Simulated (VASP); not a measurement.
Here is the system:

```xyz
1
Lattice="-1.8102 1.8102 1.9970 1.8102 -1.8102 1.9970 1.8102 1.8102 -1.9970" Properties=species:S:1:pos:R:3 pbc="T T T"
Sn     1.8102     1.8102    -1.9970
```

Computed with PBEsol GGA, VASP's PBE PAW potentials (set 64) (plane waves; VASP 6.6.1). Numerical set-up: 400 eV cut-off, Gaussian smearing of 0.050 eV, potentials Sn_d.

### Question
Give the energies of bands 6 to 10 at the high-symmetry points, in eV from the Fermi level.

### Answer

```
band       Γ      X      P      N      M      S      R
----  ------  -----  -----  -----  -----  -----  -----
6     -11.41  -6.05  -5.08  -6.68  -2.60  -6.43  -5.61
7       7.97  -4.45  -1.73  -4.74  -1.71  -0.06  -3.88
8       8.32   2.98  -1.73   4.18   0.11   0.30   1.35
9       8.32   4.42  -1.21   6.09   0.11   1.73   2.71
10     11.43   7.21  16.01   8.71   3.69   5.09   9.64
```

It has no gap at this level: it comes out as a metal or semimetal.

The structure comes from a measured Sn entry (I4/mmm) of the Crystallography Open Database, whose conditions weren't checked. It was relaxed first, which changed the volume by -11 %.
